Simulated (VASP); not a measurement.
Output of a VASP run:

OSZICAR:
```
       N       E                     dE             d eps       ncg     rms          rms(c)
DAV:   1     0.120235708756E+03    0.12024E+03   -0.10109E+04  1568   0.889E+02
DAV:   2    -0.152563462402E+02   -0.13549E+03   -0.12842E+03  1808   0.215E+02
DAV:   3    -0.206658087938E+02   -0.54095E+01   -0.52287E+01  1780   0.431E+01
DAV:   4    -0.207619454633E+02   -0.96137E-01   -0.96004E-01  1804   0.615E+00
DAV:   5    -0.207638514546E+02   -0.19060E-02   -0.19058E-02  1744   0.824E-01    0.147E+01
DAV:   6    -0.205550122986E+02    0.20884E+00   -0.73897E-01  1600   0.846E+00    0.871E+00
DAV:   7    -0.205214512230E+02    0.33561E-01   -0.36228E-01  1568   0.712E+00    0.274E+00
DAV:   8    -0.204836203288E+02    0.37831E-01   -0.22403E-01  1548   0.681E+00    0.130E+00
DAV:   9    -0.204761886767E+02    0.74317E-02   -0.29223E-02  1560   0.267E+00    0.706E-01
DAV:  10    -0.204760333756E+02    0.15530E-03   -0.19231E-03  1752   0.336E-01    0.422E-01
DAV:  11    -0.204755904789E+02    0.44290E-03   -0.21541E-03  1572   0.366E-01    0.988E-02
DAV:  12    -0.204755618752E+02    0.28604E-04   -0.86433E-05  1684   0.114E-01    0.498E-02
DAV:  13    -0.204755616695E+02    0.20573E-06   -0.11599E-05  1636   0.259E-02    0.217E-02
DAV:  14    -0.204755619298E+02   -0.26027E-06   -0.10122E-06   916   0.121E-02
   1 F= -.20475562E+02 E0= -.20461297E+02  d E =-.285301E-01
```

File OUTCAR:
```
------------------------ aborting loop because EDIFF is reached ----------------------------------------
  FORCE on cell =-STRESS in cart. coord.  units (eV):
  Direction    XX          YY          ZZ          XY          YZ          ZX
  --------------------------------------------------------------------------------------
  Total       -1.5665587     -1.7524754     -2.3819670     -0.1750200     -0.0172811      0.0180942
  in kB      -28.8799172    -32.3073397    -43.9121795     -3.2265385     -0.3185824      0.3335711
  external PRESSURE =     -35.0331455 kB  Pullay stress =       0.0000000 kB
  volume of cell :       86.91
      direct lattice vectors                 reciprocal lattice vectors
     4.182010000  0.000000000  0.000000000     0.239119466  0.138055684  0.000000000
    -2.091005000  3.621727000  0.000000000     0.000000000  0.276111369  0.000000000
     0.000000000  0.000000000  5.738000000     0.000000000  0.000000000  0.174276751
 POSITION                                       TOTAL-FORCE (eV/Angst)
 -----------------------------------------------------------------------------------
     -0.03337      2.43263      1.38674         0.160984     -0.101327      0.283719
      2.13283      1.19412      4.31121        -0.191597      0.060679     -0.073785
      2.09555      3.61281      0.03700        -0.019532      0.043641     -0.287053
      4.16902      0.00389      2.87205         0.050146     -0.002993      0.077119
 -----------------------------------------------------------------------------------
    total drift:                                0.000007     -0.000324     -0.000526
  FREE ENERGIE OF THE ION-ELECTRON SYSTEM (eV)
  ---------------------------------------------------
  free  energy   TOTEN  =       -20.4755619298 eV

  energy  without entropy=      -20.4470318219  energy(sigma->0) =      -20.46129688
```
(Selected blocks of OUTCAR.)

**POSCAR**
```
TePd
1
    4.1820100000     0.0000000000     0.0000000000
   -2.0910050000     3.6217270000     0.0000000000
    0.0000000000     0.0000000000     5.7380000000
Te Pd
2 2
Direct
  0.3278590000   0.6716780000   0.2416760000
  0.6748550000   0.3297090000   0.7513430000
 -0.0001440000  -0.0024620000   0.0064480000
 -0.0025700000   0.0010740000   0.5005320000
```

### Question
Write an INCAR and KPOINTS that could have produced this output.

### Answer
This is not unique; one that fits is the input of the run itself, PBEsol GGA, plane waves, VASP's PBE PAW potentials (set 64).

**KPOINTS**
```
kpoints
0
G
5 5 3
```

INCAR:
```
SYSTEM=TePd
PREC=Accurate; ENCUT=300; LREAL=F
LASPH=T
EDIFF=1E-6; NELM=100; ALGO=Normal
LMAXMIX=4
ISMEAR=-1; SIGMA=0.05
GGA=PS
ISIF=2
LWAVE=F; LCHARG=F
```

POTCAR, in this order: Te Pd (PBE.64 set). Program: vasp_std.

At this cut-off the stress carries a Pulay error, which pulls relaxed volumes low.

The structure comes from a computed database's TePd entry; how it stands against other phases isn't given here. The cell was not relaxed at this level, atoms are displaced from their ideal sites. The k-mesh is coarse (spacing up to 0.37 per Å, 2π included), so the numbers may not be converged in it.
